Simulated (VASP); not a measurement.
Consider the following.

```
CELL_PARAMETERS angstrom
      2.73874     0.00000     0.00000
      0.00000     2.73874     0.00000
      0.00000     0.00000     3.60265
ATOMIC_POSITIONS crystal
  Cu 0.00000 0.00000 0.00000
  Au 0.50000 0.50000 0.50000
```

Method: PBEsol GGA, VASP's PBE PAW potentials (set 64) (plane waves; VASP). Run with 500 eV cut-off, 13×13×10 Γ-centred mesh, first-order Methfessel-Paxton smearing of 0.10 eV, potentials Cu Au.

Energy and stress use the plane-wave basis of the starting cell.

Q: The ions, cell shape and volume at an external pressure of 20.0 GPa are relaxed. Give the cell that the relaxation ends in.

A: 
```
CELL_PARAMETERS angstrom
      2.71820     0.00000     0.00000
      0.00000     2.71820     0.00000
      0.00000     0.00000     3.50978
ATOMIC_POSITIONS crystal
  Cu 0.00000 0.00000 0.00000
  Au 0.50000 0.50000 0.50000
```
Space group P4/mmm (123), at a tolerance of 0.03 Å.

Q: How do energy and volume change from the first to the last step?

A: The energy (σ→0) changes by +50.5 meV/atom and the volume by -4.0 %, in 10 ionic steps.

The compound is CuAu in the L1_0 structure. This run relaxes it under an external pressure of 20 GPa. Symmetry was kept, so distortions that lower it aren't found.
